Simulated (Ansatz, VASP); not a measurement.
# Two plane-wave programs on Na2B3

```
Na B
1.0
     2.98650    0.00000    0.00000
    -1.49325    2.58639    0.00000
     0.00000    0.00000    8.67434
Na B
2 3
Direct
  0.66667 0.33333 0.80405
  0.33333 0.66667 0.19595
  0.33333 0.66667 0.55724
  0.66667 0.33333 0.44276
  0.00000 0.00000 0.50000
```

Alike in both runs: functional PBE; k mesh 12 × 12 × 6; occupations gaussian, width 0.1 eV; no spin polarisation.

Ansatz relaxed the structure, and its values are those at the end. VASP's run is a single point on that final structure, the one shown.

```csv
,VASP,Ansatz
version,VASP 6.6.1,Ansatz 0.2.0
potentials or method,"VASP PAW PBE potentials, release 64 (Na_pv, B)","scalar-relativistic, plane waves, PAW"
plane-wave cutoff (eV),520,420
valence electrons in the cell,23,27
```

```tsv
	VASP	Ansatz	Ansatz less VASP
gap on the k mesh at the Fermi level (eV)	none	none	-
pressure (GPa)	0.0	0.0	-0.02
```

A gap of «none» marks a metal or a gap that the smearing closes. The functional is the same, so the differences come from potentials, cutoffs and numerics. The two sets of potentials don't hold the same shells in valence.
